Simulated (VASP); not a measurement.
The system is SnTe.

```xyz
2
Lattice="0.0000 3.1509 3.1509 3.1509 0.0000 3.1509 3.1509 3.1509 0.0000" Properties=species:S:1:pos:R:3 pbc="T T T"
Sn    0.0000    0.0000    0.0000
Te    3.1509    3.1509    3.1509
```

```yaml
Program: VASP 6.6.1
Task: relaxation of cell and atoms
Functional: PBE
Potentials_or_basis: VASP PAW PBE potentials, release 64 (Sn, Te)
Cutoff: 300 eV
k_mesh: 5 × 5 × 5
Occupations: gaussian, width 0.03 eV
Spin: no spin polarisation
```

At the start: pressure 2.1 GPa; volume 31.28 Å³/atom.

Q: How do energy, volume and symmetry change on relaxing?

A: Over 3 steps the energy falls by 9.7 meV/atom and the volume is 32.80 Å³/atom (+4.9 %); space group Fm-3m (No. 225, to 0.05 Å).

The path:
```tsv
step	energy change (eV)	largest force (eV/Å)	pressure (GPa)	volume (Å³)
1	0.0000	0.0000	2.14	62.56
2	-0.0182	0.0000	-0.48	66.42
3	-0.0194	0.0000	0.01	65.60
```

Final structure:
```cif
data_structure
_symmetry_space_group_name_H-M 'P 1'
_symmetry_Int_Tables_number 1
_cell_length_a 4.5270
_cell_length_b 4.5270
_cell_length_c 4.5270
_cell_angle_alpha 60.000
_cell_angle_beta 60.000
_cell_angle_gamma 60.000
_cell_volume 65.60
loop_
_atom_site_label
_atom_site_type_symbol
_atom_site_fract_x
_atom_site_fract_y
_atom_site_fract_z
_atom_site_occupancy
Sn1 Sn 0.00000 0.00000 0.00000 1
Te1 Te 0.50000 0.50000 0.50000 1
```
